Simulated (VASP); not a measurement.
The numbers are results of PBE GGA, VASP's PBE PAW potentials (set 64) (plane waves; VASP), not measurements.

A VASP calculation is set up with these files.

POSCAR:
```
Re16Cl
1
    5.5447392891     0.0000000000     0.0000000000
    2.7723696446     4.8018848518     0.0000000000
    0.0000000000     0.0000000000    20.8103891829
Re Cl
16 1
Direct
 -0.1666670000   0.3333330000   0.3383280000
  0.3333330000   0.3333330000   0.3383280000
 -0.1666670000   0.8333330000   0.3383280000
  0.3333330000   0.8333330000   0.3383280000
  0.0000000000   0.0000000000   0.4461090000
  0.5000000000   0.0000000000   0.4461090000
  0.0000000000   0.5000000000   0.4461090000
  0.5000000000   0.5000000000   0.4461090000
 -0.1666670000   0.3333330000   0.5538910000
  0.3333330000   0.3333330000   0.5538910000
 -0.1666670000   0.8333330000   0.5538910000
  0.3333330000   0.8333330000   0.5538910000
  0.0000000000   0.0000000000   0.6616720000
  0.5000000000   0.0000000000   0.6616720000
  0.0000000000   0.5000000000   0.6616720000
  0.5000000000   0.5000000000   0.6616720000
  0.1666670000   0.1666670000   0.7350410000
```

### INCAR
```
SYSTEM  =  Re16Cl
PREC  =  Normal; ENCUT  =  400; LREAL  =  .FALSE.
LASPH  =  .TRUE.
EDIFF  =  1E-5; NELM  =  100; NELMIN  =  4
ALGO  =  Normal; LMAXMIX  =  6
ISMEAR  =  1; SIGMA  =  0.1
GGA  =  PE
IBRION  =  2; NSW  =  50; ISIF  =  2
EDIFFG  =  -0.03
LWAVE  =  .TRUE.; LCHARG  =  .FALSE.
DIPOL  =  0.5 0.5 0.5
LDIPOL  =  .TRUE.; IDIPOL  =  3
```

File KPOINTS:
```
Automatic
0
Gamma
6 6 1
```

POTCAR, in this order: Re Cl (PBE.64 set). Program: vasp_std.

Unless said otherwise, spin-orbit coupling is left out, though it shifts the bands of the heavy elements here.

What does the run give for the energy per atom (σ→0), band gap (on the k-mesh)?

The energy per atom (σ→0) comes out as -11.436 eV/atom and the band gap (on the k-mesh) is none (metal, semimetal or under 0.01 eV).

OSZICAR:
```
...
DAV:   6    -0.194411397331E+03    0.11896E-06   -0.51203E-06   539   0.464E-02
  15 F= -.19441140E+03 E0= -.19440997E+03  d E =-.652817E-03
       N       E                     dE             d eps       ncg     rms          rms(c)
DAV:   1    -0.194411393930E+03    0.35197E-05   -0.46899E-04  1505   0.100E-01    0.182E-02
DAV:   2    -0.194411401368E+03   -0.74382E-05   -0.47418E-05   698   0.114E-01    0.263E-02
DAV:   3    -0.194411398640E+03    0.27278E-05   -0.87110E-05   581   0.146E-01    0.106E-02
DAV:   4    -0.194411400081E+03   -0.14406E-05   -0.77908E-05   539   0.121E-01
  16 F= -.19441140E+03 E0= -.19440997E+03  d E =-.655567E-03
```

The cell is a thin slab with vacuum, built from Re (hcp): (001) face, Cl adsorbed.
